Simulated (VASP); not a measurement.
```yaml
crystal:
  lattice:
    - [0.00000, 2.99697, 2.99697]
    - [2.99697, 0.00000, 2.99697]
    - [2.99697, 2.99697, 0.00000]
  atoms:
    - { symbol: Al, position: [0.25000, 0.25000, 0.25000] }
    - { symbol: Al, position: [0.75000, 0.75000, 0.75000] }
    - { symbol: Au, position: [0.02503, 0.02503, 0.97497] }
```

Calculation: PBEsol GGA, VASP's PBE PAW potentials (set 64) (plane waves; VASP 6.6.1). Run with 480 eV cut-off, 8×8×8 Γ-centred mesh, first-order Methfessel-Paxton smearing of 0.10 eV, potentials Al Au.

Unless said otherwise, spin-orbit coupling is left out, though it shifts the bands of the heavy elements here.

Q: Predict the energy per atom (σ→0), pressure, largest force, band gap (on the k-mesh) with the smallest direct gap where there is one.

A: 
```json
{
 "band gap (on the k-mesh)": "none (metal, semimetal or under 0.01 eV)",
 "energy per atom (σ→0)": "-4.463 eV/atom",
 "pressure": "1.15 GPa",
 "largest_force": "1.233 eV/Å"
}
```

Only differences to runs with the same potentials and settings are physical.

The compound is AuAl2 in the fluorite structure. This cell was strained or had an atom moved on purpose. The electron count is odd and the run is not spin-polarised, which forces a metal.
